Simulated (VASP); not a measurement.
# A slab model of a single sheet of SnO, part 2 of 3

Wanted: how a single sheet of SnO relaxes, and what it costs to take an electron out.

VASP 6.6.1; r2SCAN; plane waves and PAW (Sn, O).

So far. Step 2 (Relaxing the slab): The run ended after 10 ionic steps, 0.039 eV below its first step, once the forces on the free atoms met EDIFFG = -0.03.

## (3) Vacuum level and density of states

A static run writes the electrostatic potential without exchange and correlation (LVHAR), which is flat in the vacuum and gives the level to count from. The dipole correction cancels the field that unlike faces would set up across the vacuum.

Contents of INCAR:

```
SYSTEM = SnO
PREC = Normal
ENCUT = 400
EDIFF = 1E-06
NELM = 120
ISMEAR = 0
SIGMA = 0.05
LREAL = .FALSE.
ALGO = Normal
METAGGA = R2SCAN
LASPH = .TRUE.
NBANDS = 24
LORBIT = 11
LWAVE = .TRUE.
LCHARG = .TRUE.
IDIPOL = 3
LDIPOL = .TRUE.
DIPOL = 0.5 0.5 0.5
LVHAR = .TRUE.
LVACPOTAV = .TRUE.
LELF = .TRUE.
NEDOS = 1500
```

Contents of POSCAR:

```
SnO
1.0
    4.2219700000      0.0000000000      0.0000000000
    0.0000000000      3.3550050000      0.0000000000
    0.0000000000      0.0000000000     17.6317515691
Sn O
2 2
Direct
    0.5041388189      0.0000000000      0.5734610964
    0.0041388189      0.5000000000      0.4265389036
    0.2458621811      0.5000000000      0.5312011258
    0.7458621811      0.0000000000      0.4687988742
```

Contents of KPOINTS:

```
Automatic mesh
0
Gamma
6 7 1
0 0 0
```

Contents of KPOINTS_OPT:

```
Line mode
14
Line-mode
Reciprocal
  0.00000000   0.00000000   0.00000000 GAMMA
 -0.50000000   0.00000000   0.00000000 X

 -0.50000000   0.00000000   0.00000000 X
 -0.50000000  -0.50000000   0.00000000 S

 -0.50000000  -0.50000000   0.00000000 S
  0.00000000  -0.50000000   0.00000000 Y

  0.00000000  -0.50000000   0.00000000 Y
  0.00000000   0.00000000   0.00000000 GAMMA

  0.00000000   0.00000000   0.00000000 GAMMA
 -0.50000000  -0.50000000   0.00000000 S
```

PAW data sets: Sn and O (PBE family, release 64).

Launch:

```bash
mpirun -np 2 vasp_std
```

The program printed:

```text
[banner, memory and clock lines left out]
running    2 mpi-ranks, on    1 nodes
 distrk:  each k-point on    2 cores,    1 groups
 distr:  one band on    1 cores,    2 groups

 POSCAR found type information on POSCAR SnO
 POSCAR found :  2 types and       4 ions
 [... a notice as in an earlier step ...]

 LDA part: xc-table for (None), standard interpolation
 POSCAR, INCAR and KPOINTS ok, starting setup
 FFT: planning ... GRIDC
 FFT: planning ... GRID_SOFT
 FFT: planning ... GRID
 WAVECAR not read
 entering main loop
       N       E                     dE             d eps       ncg     rms          rms(c)
DAV:   1     0.887328863566E+02    0.88733E+02   -0.59755E+03   784   0.495E+02
DAV:   2    -0.533627293350E+02   -0.14210E+03   -0.13214E+03  1088   0.136E+02
DAV:   3    -0.756516305676E+02   -0.22289E+02   -0.22007E+02  1048   0.620E+01
DAV:   4    -0.759844856523E+02   -0.33286E+00   -0.33276E+00   848   0.906E+00
DAV:   5    -0.759867380058E+02   -0.22524E-02   -0.22523E-02  1024   0.731E-01    0.115E+01
DAV:   6    -0.663570869688E+02    0.96297E+01   -0.12631E+01   960   0.180E+01    0.418E+00
DAV:   7    -0.666514694822E+02   -0.29438E+00   -0.11270E+00   832   0.442E+00    0.281E+00
DAV:   8    -0.666905235367E+02   -0.39054E-01   -0.25444E-01   880   0.333E+00    0.983E-01
DAV:   9    -0.666701860557E+02    0.20337E-01   -0.82234E-02   912   0.153E+00    0.172E-01
DAV:  10    -0.666738874518E+02   -0.37014E-02   -0.59026E-03   776   0.385E-01    0.939E-02
DAV:  11    -0.666756044551E+02   -0.17170E-02   -0.22118E-03   832   0.227E-01    0.476E-02
DAV:  12    -0.666771402650E+02   -0.15358E-02   -0.87836E-04   848   0.130E-01    0.435E-02
DAV:  13    -0.666773112302E+02   -0.17097E-03   -0.32144E-04   856   0.944E-02    0.211E-02
DAV:  14    -0.666776206573E+02   -0.30943E-03   -0.95420E-05   944   0.502E-02    0.627E-03
DAV:  15    -0.666776398933E+02   -0.19236E-04   -0.10950E-05   952   0.174E-02    0.433E-03
DAV:  16    -0.666776646624E+02   -0.24769E-04   -0.28530E-05   936   0.282E-02    0.422E-03
DAV:  17    -0.666777695517E+02   -0.10489E-03   -0.45053E-06   864   0.143E-02    0.419E-03
DAV:  18    -0.666777747064E+02   -0.51547E-05   -0.32676E-06   848   0.122E-02    0.469E-04
DAV:  19    -0.666777451792E+02    0.29527E-04   -0.97553E-07   760   0.770E-03    0.892E-04
DAV:  20    -0.666777566310E+02   -0.11452E-04   -0.32310E-07   680   0.430E-03    0.448E-04
DAV:  21    -0.666777812791E+02   -0.24648E-04   -0.86029E-08   744   0.251E-03    0.159E-04
DAV:  22    -0.666777834646E+02   -0.21855E-05   -0.24483E-08   680   0.131E-03    0.577E-05
DAV:  23    -0.666777839790E+02   -0.51442E-06   -0.63950E-08   656   0.209E-03
|                                                                             |
|           W    W    AA    RRRRR   N    N  II  N    N   GGGG   !!!           |
|           W    W   A  A   R    R  NN   N  II  NN   N  G    G  !!!           |
|           W    W  A    A  R    R  N N  N  II  N N  N  G       !!!           |
|           W WW W  AAAAAA  RRRRR   N  N N  II  N  N N  G  GGG   !            |
|           WW  WW  A    A  R   R   N   NN  II  N   NN  G    G                |
|           W    W  A    A  R    R  N    N  II  N    N   GGGG   !!!           |
|                                                                             |
|     Did not find any points to average over, which means that no vacuum     |
|     field-free region was found. Please increase the size of  your cell     |
|     in the dimension of the dipole correction to obtain accurate            |
|     workfunction values.                                                    |
|                                                                             |

   1 F= -.66677784E+02 E0= -.66677784E+02  d E =-.486893E-11
 Start KPOINTS_OPT (optional k-point list driver)
k-point batch [1-16\70]
       N       E                     dE             ncg
DAV:   1    -0.783223219967E+03   -0.38345E+04      776
DAV:   2    -0.273957140589E+04   -0.19563E+04     1104
DAV:   3    -0.306818237541E+04   -0.32861E+03     1024
DAV:   4    -0.307297793367E+04   -0.47956E+01      800
DAV:   5    -0.307301718280E+04   -0.39249E-01      896
DAV:   6    -0.307301772709E+04   -0.54429E-03      864
DAV:   7    -0.307301773718E+04   -0.10087E-04      944
DAV:   8    -0.307301773738E+04   -0.20138E-06      688
[...]
k-point batch [65-70\70]
       N       E                     dE             ncg
DAV:   1     0.935442377496E+03   -0.38850E+04      296
DAV:   2     0.164741267747E+03   -0.77070E+03      424
DAV:   3     0.640056002233E+02   -0.10074E+03      400
DAV:   4     0.624103950923E+02   -0.15952E+01      360
DAV:   5     0.623990905336E+02   -0.11305E-01      408
DAV:   6     0.623989656924E+02   -0.12484E-03      368
DAV:   7     0.623989634924E+02   -0.22000E-05      416
DAV:   8     0.623989634508E+02   -0.41549E-07      304
 writing wavefunctions
```

It took 77 s on 2 MPI ranks of Intel Xeon 6975P-C (Granite Rapids), shared host; peak memory 0.38 GiB.

Parts of OUTCAR (step 3):

```text
 Found     16 irreducible k-points:

   k-points           NKPTS =     16   k-points in BZ     NKDIM =     16   number of bands    NBANDS=     24

   NELECT =      20.0000    total number of electrons

 E-fermi :  -2.9128

 k-point     1 :       0.0000    0.0000    0.0000
  band No.  band energies     occupation
    ...
      6      -6.8393      2.00000
      7      -6.6562      2.00000
      8      -5.5388      2.00000
      9      -4.6200      2.00000
     10      -3.4441      2.00000
     11       0.7646      0.00000
     12       0.9290      0.00000
     13       2.2851      0.00000
     14       2.6393      0.00000
     15       2.9656      0.00000
    ...

 k-point     2 :       0.1667    0.0000    0.0000
  band No.  band energies     occupation
    ...
      6      -6.5023      2.00000
      7      -6.5004      2.00000
      8      -5.6213      2.00000
      9      -4.4746      2.00000
     10      -3.5375      2.00000
     11       0.4994      0.00000
     12       0.9828      0.00000
     13       1.8929      0.00000
     14       2.4389      0.00000
     15       3.0201      0.00000
    ...

  Total       -1.2388578     -1.6935160     -1.1637600      0.0000000      0.0000000      0.0000000
  in kB       -7.9474587    -10.8641589     -7.4656949      0.0000000      0.0000000      0.0000000
  external PRESSURE =      -8.7591042 kB  Pullay stress =       0.0000000 kB

 POSITION                                       TOTAL-FORCE (eV/Angst)
 -----------------------------------------------------------------------------------
      2.12846      0.00000     10.11112         0.005498      0.000000     -0.006821
      0.01747      1.67750      7.52063         0.005498      0.000000      0.006821
      1.03802      1.67750      9.36601        -0.005498      0.000000     -0.016938
      3.14901      0.00000      8.26575        -0.005498      0.000000      0.016938
 -----------------------------------------------------------------------------------
    total drift:                                0.000010      0.000000     -0.000026

  FREE ENERGIE OF THE ION-ELECTRON SYSTEM (eV)
  ---------------------------------------------------
  free  energy   TOTEN  =       -66.6777839790 eV

  energy  without entropy=      -66.6777839790  energy(sigma->0) =      -66.67778398

 vacuum level on the upper side and lower side of the slab         2.560         2.560

[... 9 parts as in an earlier step ...]

[... 6 further parts left out ...]
```

Numbers from this step:

```yaml
electronic_cycles: 23
fermi_energy: -2.913 eV
least_gap_on_mesh_and_path: 2.981 eV
least_direct_gap_on_mesh_and_path: 3.190 eV
vacuum_levels: 2.56, 2.56 eV
ionisation_potentials_of_the_upper_and_lower_face: 5.691, 5.691 eV
electron_affinities_of_the_upper_and_lower_face: 2.710, 2.710 eV
```

Electronic bands along the path, in eV, zero at the valence-band top; v1 is the highest filled band, c1 the lowest empty one:

| point | v4 | v3 | v2 | v1 | c1 | c2 | c3 | c4 |
| --- | --- | --- | --- | --- | --- | --- | --- | --- |
| Γ | -3.52 | -2.41 | -1.49 | -0.31 | 3.90 | 4.06 | 5.42 | 5.77 |
| 0.54 of the way | -3.07 | -2.62 | -1.22 | -0.57 | 3.33 | 3.74 | 4.95 | 5.78 |
| X | -2.70 | -2.70 | -1.06 | -1.06 | 2.99 | 2.99 | 5.87 | 5.87 |
| 0.46 of the way | -2.16 | -2.16 | -0.76 | -0.76 | 3.73 | 3.73 | 5.97 | 5.97 |
| S | -2.75 | -2.75 | 0.00 | 0.00 | 3.91 | 3.91 | 4.71 | 4.71 |
| 0.46 of the way | -2.46 | -2.46 | -0.12 | -0.12 | 3.36 | 3.36 | 5.65 | 5.65 |
| Y | -2.32 | -2.32 | -0.28 | -0.28 | 3.06 | 3.06 | 7.04 | 7.04 |
| 0.46 of the way | -3.00 | -2.03 | -1.29 | -0.19 | 4.11 | 5.21 | 5.48 | 5.74 |
| Γ | -3.52 | -2.41 | -1.49 | -0.31 | 3.90 | 4.06 | 5.42 | 5.77 |
| 0.46 of the way | -2.61 | -2.24 | -1.25 | -0.31 | 4.27 | 4.73 | 5.37 | 5.90 |
| S | -2.75 | -2.75 | 0.00 | 0.00 | 3.91 | 3.91 | 4.71 | 4.71 |

Of the projections kept (Sn, O), the largest for each band there; the rest of the weight can lie on other orbitals:

| point | v4 | v3 | v2 | v1 | c1 | c2 | c3 | c4 |
| --- | --- | --- | --- | --- | --- | --- | --- | --- |
| Γ | O 0.78 | O 0.81 | O 0.92 | O 0.54 | Sn 0.95 | Sn 0.69 | Sn 0.71 | Sn 0.93 |
| X | O 0.79 | O 0.79 | Sn 0.57 | Sn 0.57 | Sn 0.68 | Sn 0.68 | Sn 0.69 | Sn 0.69 |
| S | O 0.66 | O 0.66 | Sn 0.63 | Sn 0.63 | Sn 0.78 | Sn 0.78 | Sn 0.76 | Sn 0.76 |
| Y | O 0.91 | O 0.91 | Sn 0.73 | Sn 0.73 | Sn 0.76 | Sn 0.76 | Sn 0.83 | Sn 0.83 |
| Γ | O 0.78 | O 0.81 | O 0.92 | O 0.54 | Sn 0.95 | Sn 0.69 | Sn 0.71 | Sn 0.93 |
| S | O 0.66 | O 0.66 | Sn 0.63 | Sn 0.63 | Sn 0.78 | Sn 0.78 | Sn 0.76 | Sn 0.76 |

The density of states has structure finer than the step of the table below, so its rows give means over 1 eV, whole bins alone (the curve runs from -12.0 to 10.9 eV). Peaks (eV: height): total -7.1: 7.47, -2.3: 8.55, 5.4: 9.49, 9.1: 7.08; Sn s -7.5: 1.27, -7.1: 3.33, -6.6: 1.45, -0.1: 1.08; Sn p -4.0: 1.48, 4.1: 1.81, 5.4: 3.20, 7.9: 1.33; Sn d 5.4: 0.742, 9.7: 0.539, 10.4: 0.634, 10.8: 0.598; O s -5.8: 0.122, 4.1: 0.151, 4.6: 0.118, 5.4: 0.184.

Means over bins of 0.092 eV. Density of states against energy, zero at the valence-band top; means over each step; values in states/eV/cell:

| energy (eV) | total | Sn s | Sn p | Sn d | O s | O p |
| --- | --- | --- | --- | --- | --- | --- |
| -9 | 0 | 0 | 0 | 0 | 0 | 0 |
| -8 | 0.149 | 0.0798 | 0.00354 | 0.00163 | 0.00167 | 0.0405 |
| -7 | 2.57 | 1.15 | 0.177 | 0.0339 | 0.0320 | 0.798 |
| -6 | 0.813 | 0.309 | 0.0563 | 0.0252 | 0.0337 | 0.255 |
| -5 | 0.653 | 0.139 | 0.0953 | 0.0260 | 0.0202 | 0.242 |
| -4 | 3.38 | 0.136 | 0.703 | 0.162 | 0.0227 | 1.71 |
| -3 | 2.09 | 0.0911 | 0.204 | 0.0740 | 0.0165 | 1.14 |
| -2 | 2.44 | 0.0886 | 0.220 | 0.0686 | 0.0159 | 1.45 |
| -1 | 1.99 | 0.347 | 0.345 | 0.0435 | 0.0109 | 0.763 |
| 0 | 1.94 | 0.443 | 0.449 | 0.0219 | 0.00732 | 0.561 |
| 1 | 0 | 0 | 0 | 0 | 0 | 0 |
| 2 | 0 | 0 | 0 | 0 | 0 | 0 |
| 3 | 0.993 | 0.0160 | 0.348 | 0.0513 | 0.0349 | 0.103 |
| 4 | 2.51 | 0.0486 | 0.933 | 0.148 | 0.0742 | 0.214 |
| 5 | 2.51 | 0.105 | 0.791 | 0.181 | 0.0468 | 0.272 |
| 6 | 2.53 | 0.177 | 0.485 | 0.119 | 0.0261 | 0.242 |
| 7 | 2.79 | 0.111 | 0.522 | 0.101 | 0.0197 | 0.210 |
| 8 | 3.72 | 0.114 | 0.713 | 0.162 | 0.0230 | 0.302 |
| 9 | 4.06 | 0.0490 | 0.578 | 0.208 | 0.0104 | 0.173 |
| 10 | 4.26 | 0.0405 | 0.401 | 0.283 | 0.00832 | 0.158 |

Zero at the Fermi level. Table of planar average of the electrostatic potential by height:

height (Å), planar average of the electrostatic potential (eV) and a bar from the least value:
```
      0.0       5.48 ##############################
      0.5       5.48 ##############################
      1.0       5.48 ##############################
      1.5       5.48 ##############################
      2.0       5.48 ##############################
      2.5       5.48 ##############################
      3.0       5.48 ##############################
      3.5       5.48 ##############################
      4.0       5.48 ##############################
      4.5       5.47 ##############################
      5.0       5.43 ##############################
      5.5       5.28 ##############################
      6.0       4.71 ############################
      6.5       2.16 ######################
      7.0      -3.00 ##########
      7.5      -5.74 ###
      8.0      -7.20 
      8.5      -2.80 ##########
      9.0      -0.91 ###############
      9.5      -6.77 #
     10.0      -6.03 ###
     10.5      -4.05 #######
     11.0       0.78 ###################
     11.5       4.43 ############################
     12.0       5.18 #############################
     12.5       5.41 ##############################
     13.0       5.46 ##############################
     13.5       5.48 ##############################
     14.0       5.48 ##############################
     14.5       5.48 ##############################
     15.0       5.48 ##############################
     15.5       5.48 ##############################
     16.0       5.48 ##############################
     16.5       5.48 ##############################
     17.0       5.48 ##############################
     17.5       5.48 ##############################
```

Density of states in the PAW spheres, an atom over height of the layer and energy from the Fermi level.

Ten even steps from '_' (0.00 states/eV) to '@' (1.37 states/eV), each cell a mean:
```
________
________
**====**
==::::==
::::::::
..----..
________
::####::
::@@@@::
..----..
..----..
::++++::
==%%%%==
::====::
________
________
........
..____..
::....::
--::::--
**----**
::....::
```
Columns: height of the layer (Å) from 7.5 to 10.1 (not evenly spaced); rows upwards: energy from the Fermi level (eV) from -7.9 to 0.5.

Valence density in the ca plane at fractional y = 0.000, with atoms of Sn and O within 0.2 Å of it. It is the smooth field of the valence electrons, not physical close to the nuclei.

Ten steps, logarithmic in the rise over the least value, from '0' (0.0 e/Å³) to '9' (6.5 e/Å³), each cell a mean:
```
00000000000000001124654211110000000000000000
00000000000000001147986322211000000000000000
00000000000000000147997433332100000000000000
00000000000000000136875422332100000000000000
00000000000000000013443200233100000000000000
00000000000000000001122211233100000000000000
00000000000000000000111222332100000000000000
00000000000000000111111122221000000000000000
00000000000000001111111111110000000000000000
00000000000000001122221110000000000000000000
```
Columns run along c (17.6 Å), rows up along a (4.2 Å). Atoms in or near the plane, at fractional coordinates: Sn at (0.57, 0.50), O at (0.47, 0.75).

Electrostatic potential energy in the ca plane at fractional y = 0.000, with atoms of Sn and O within 0.2 Å of it. With pseudopotentials it is smooth inside the atoms' cores, unlike the true potential.

Ten even steps from '0' (-32 eV) to '9' (3 eV), each cell a mean:
```
99999999999999999988789999999999999999999999
99999999999999999995016988899999999999999999
99999999999999999993005632479999999999999999
99999999999999999997336200038999999999999999
99999999999999999999986100026999999999999999
99999999999999999999996100027999999999999999
99999999999999999999998410158999999999999999
99999999999999999999998865689999999999999999
99999999999999999988999998999999999999999999
99999999999999999988999999999999999999999999
```
Columns run along c (17.6 Å; values clipped at the 3rd and 97th percentile), rows up along a (4.2 Å). Atoms in or near the plane, at fractional coordinates: Sn at (0.57, 0.50), O at (0.47, 0.75).

ELF in the ca plane at fractional y = 0.000, with atoms of Sn and O within 0.2 Å of it. It is the smooth field of the valence electrons, not physical close to the nuclei.

Ten even steps from '0' (0.00 × 1e-1) to '9' (9.93 × 1e-1), each cell a mean:
```
00000000000000000025775201233210000000000000
00000000000000000147777425899851000000000000
00000000000000110268568558999971000000000000
00000000000000000268887579999997200000000000
00000000000000000136764579999999620000000000
00000000000000000001211478999998610000000000
00000000000000000000000257999998400000000000
00000000000000000000000023678765000000000000
00000000000000001111000000121100000000000000
00000000000000001111331000000000000000000000
```
Columns run along c (17.6 Å), rows up along a (4.2 Å). Atoms in or near the plane, at fractional coordinates: Sn at (0.57, 0.50), O at (0.47, 0.75).

The map of layer states is cut here 0.5 eV above the Fermi level, so it leaves out the states above that.

The vacuum level lies 5.69 eV above the highest filled level at the upper face; both faces agree, as the slab has next to no dipole.

The program found no field-free point at its default tolerance, but its printed level agrees with the flat part of the planar average.

(Part 2 of 3 ends here.)

[Lines on the potential files, build, host, timing and source positions are cut from VASP's logs without a mark.]

[Logs are printed without paths, hosts, clocks, repeated set-up lines and the standing remarks that a program may print on its own settings, such as how far it seeks lower states.]

[Hosts, paths, dates, database ids (printed as entryN), source tags and the programs' standing remarks are cut or masked in the printed files.]

[In band tables of VASP the shares of atoms and orbitals are scaled to a sum of 1 inside the atoms' spheres.]

[Runs that stopped without an error message from VASP are left out.]
